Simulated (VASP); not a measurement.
VASP input:

### INCAR
```
LASPH  =  .True.   ! aspherical one-centre terms
LWAVE  =  .False.
ALGO  =  Normal   ! blocked Davidson
SIGMA  =  0.1   ! width (eV)
GGA  =  PS   ! PBEsol
IBRION  =  2
EDIFFG  =  -0.02   ! ionic stop
EDIFF  =  1E-6   ! SCF stop (eV)
SYSTEM  =  BP
NELM  =  100
ISIF  =  3
PREC  =  Accurate
PSTRESS  =  100   ! kbar
LCHARG  =  .False.
NSW  =  40
ISMEAR  =  1   ! Methfessel-Paxton
ENCUT  =  620   ! plane-wave cut-off (eV)
LREAL  =  .False.   ! projection in real space or not
```

**KPOINTS**
```
Automatic
0
Gamma
 15 15 15
```

**POSCAR**
```
BP
1.0
  0.0000000000   2.1258113111   2.1258113111
  2.1258113111   0.0000000000   2.1258113111
  2.1258113111   2.1258113111   0.0000000000
B P
1 1
Cart
  0.0000000000   0.0000000000   0.0000000000
  2.1258113111   2.1258113111   2.1258113111
```

POTCAR, in this order: B P (PBE.64 set). Program: vasp_std.

### Question
Translate this PBEsol calculation to Quantum ESPRESSO's pw.x.

### Answer
One equivalent input (not run):
```
&CONTROL
  calculation = 'vc-relax'
  pseudo_dir = './pseudo'
  outdir = './out'
  tprnfor = .true.
  tstress = .true.
  nstep = 40
  forc_conv_thr = 0.00078
/
&SYSTEM
  ibrav = 0
  nat = 2
  ntyp = 2
  ecutwfc = 76
  occupations = 'smearing'
  smearing = 'methfessel-paxton'
  degauss = 0.00735
  input_dft = 'pbesol'
/
&ELECTRONS
  conv_thr = 7.3e-08
  electron_maxstep = 100
/
&IONS
/
&CELL
  press = 100
/
ATOMIC_SPECIES
  B 10.810 B.upf
  P 30.974 P.upf
CELL_PARAMETERS angstrom
     0.0000000    2.1258113    2.1258113
     2.1258113    0.0000000    2.1258113
     2.1258113    2.1258113    0.0000000
ATOMIC_POSITIONS crystal
  B    0.0000000  0.0000000  0.0000000
  P    0.5000000  0.5000000  0.5000000
K_POINTS automatic
  15 15 15 0 0 0
```
Limits of the translation: the potentials are each code's own (VASP's PAW set, PseudoDojo norm-conserving files in pw.x), so ENCUT and ecutwfc are chosen apart and not converted; conv_thr bounds pw.x's estimated SCF error, while EDIFF bounds the energy change between steps; forc_conv_thr acts on force components and is met together with etot_conv_thr.

The structure was generated: BP was put into the rock salt type (Fm-3m), which need not be its known phase. This run relaxes it under an external pressure of 10 GPa. Symmetry was kept, so distortions that lower it aren't found.
